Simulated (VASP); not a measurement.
Here is the system:

```
CELL_PARAMETERS angstrom
      5.39685     0.00000     0.00000
      0.00000     5.39685     0.00000
      0.00000     0.00000     5.39685
ATOMIC_POSITIONS crystal
  Hg 0.00000 0.00000 0.00000
  Se 0.27416 0.27416 0.27416
  Se 0.72584 0.72584 0.27416
  Se 0.72584 0.27416 0.72584
  Se 0.27416 0.72584 0.72584
  Be 0.50000 0.50000 0.00000
  Be 0.50000 0.00000 0.50000
  Be 0.00000 0.50000 0.50000
```

Computed with PBEsol GGA, VASP's PBE PAW potentials (set 64) (plane waves; VASP 6.6.1). Settings: 400 eV cut-off, 5×5×5 Γ-centred mesh, tetrahedra with Blöchl corrections, potentials Hg Se Be.

The cores are frozen, which limits the accuracy of field gradients.

Q: Give the principal components of the electric field gradient (V/Å²) and the asymmetry η at each nucleus.

A: 
| atom | Vxx | Vyy | Vzz | η |
|---|---|---|---|---|
| Hg1 | 0.0 | 0.0 | 0.0 | - |
| Se2 | -5.2 | -5.2 | 10.5 | 0.00 |
| Se3 | -5.2 | -5.2 | 10.5 | 0.00 |
| Se4 | -5.2 | -5.2 | 10.5 | 0.00 |
| Se5 | -5.2 | -5.2 | 10.5 | 0.00 |
| Be6 | 1.1 | 1.1 | -2.1 | 0.00 |
| Be7 | 1.1 | 1.1 | -2.1 | 0.00 |
| Be8 | 1.1 | 1.1 | -2.1 | 0.00 |

The structure was generated: Be3HgSe4 was put into an ordered model structure (P-43m), which need not be its known phase. It was relaxed first.
